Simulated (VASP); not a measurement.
```yaml
crystal:
  lattice:
    - [2.94780, 0.00000, 0.00000]
    - [0.00000, 2.94780, 0.00000]
    - [0.00000, 0.00000, 2.94780]
  atoms:
    - { symbol: Al, position: [0.50000, 0.50000, 0.50000] }
    - { symbol: Ni, position: [0.00000, 0.00000, 0.00000] }
```

These are PBE GGA + U (Dudarev), VASP's PBE PAW potentials (set 64) (plane waves; VASP) values and carry that method's errors. Run with 400 eV cut-off, 11×11×11 Γ-centred mesh, first-order Methfessel-Paxton smearing of 0.10 eV, potentials Al Ni, U − J: Ni 2.00 eV.

Q: Give the stress tensor in GPa (positive for a compressed cell).

A: 
```
-9.84   0.00   0.00
 0.00  -9.84   0.00
 0.00   0.00  -9.84
```
The pressure is its mean diagonal, -9.84 GPa.

The compound is NiAl in the CsCl type structure. The cell was not relaxed at this level. The run is one of a series of settings (LDAU = .TRUE., LDAUJ = 0 0, LDAUL = -1 2, LDAUTYPE = 2, LDAUU = 0 2.0 against the base run), some of them coarse on purpose. The run is not spin-polarised, so no magnetic state was tried. The electron count is odd and the run is not spin-polarised, which forces a metal.
